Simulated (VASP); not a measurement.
Level of theory: PBE GGA, VASP's PBE PAW potentials (set 64) (plane waves; VASP).

Input for VASP

File KPOINTS:
```
Automatic mesh
0
Gamma
6 6 2
0 0 0
```

### POSCAR
```
Sn
1
    4.5723620000     0.0000000000     0.0000000000
   -2.2861810000     3.9597810000     0.0000000000
    0.0000000000     0.0000000000    12.4533760000
Sn
4
Direct
  0.0000000000   0.0000000000   0.2500000000
  0.0000000000   0.0000000000   0.7500000000
  0.3333330000   0.6666670000   0.2500000000
  0.6666670000   0.3333330000   0.7500000000
```

INCAR:
```
# general
SYSTEM  = Sn
PREC    = Accurate
ENCUT   = 400
LREAL   = .False.   # projection in real space or not
LASPH   = .True.   # aspherical one-centre terms

# electronic loop
EDIFF   = 1E-6   # SCF stop (eV)
NELM    = 100
ALGO    = Normal   # blocked Davidson
LMAXMIX = 4

# smearing
ISMEAR  = 1
SIGMA   = 0.1   # width (eV)

# functional
GGA     = PE   # PBE

# ions
ISIF    = 2

# output
LWAVE   = .False.
LCHARG  = .False.
```

POTCAR, in this order: Sn_d (PBE.64 set). Program: vasp_std.

Unless said otherwise, spin-orbit coupling is left out, though it shifts the bands of the heavy elements here.

Problem. What does the run give for the energy per atom (σ→0), pressure, band gap (on the k-mesh)?

Solution. 
* **energy per atom (σ→0)**: -3.179 eV/atom
* **band gap (on the k-mesh)**: none (metal, semimetal or under 0.01 eV)
* **pressure**: 3.41 GPa

### OSZICAR
```
...
DAV:   8    -0.127154880053E+02   -0.66474E-02   -0.34093E-02  1043   0.251E+00    0.135E-01
DAV:   9    -0.127165724679E+02   -0.10845E-02   -0.27021E-03  1174   0.884E-01    0.543E-02
DAV:  10    -0.127168196131E+02   -0.24715E-03   -0.50916E-04  1294   0.258E-01    0.237E-02
DAV:  11    -0.127168684808E+02   -0.48868E-04   -0.71907E-05  1141   0.802E-02    0.727E-03
DAV:  12    -0.127168810639E+02   -0.12583E-04   -0.19612E-05  1033   0.330E-02    0.487E-03
DAV:  13    -0.127168837928E+02   -0.27288E-05   -0.52917E-06   797   0.165E-02    0.151E-03
DAV:  14    -0.127168838161E+02   -0.23358E-07   -0.84124E-07   697   0.777E-03
   1 F= -.12716884E+02 E0= -.12716187E+02  d E =-.208897E-02
```

The structure was generated: Sn was put into the graphite type (P6_3/mmc), which need not be its known phase. The cell was not relaxed at this level.
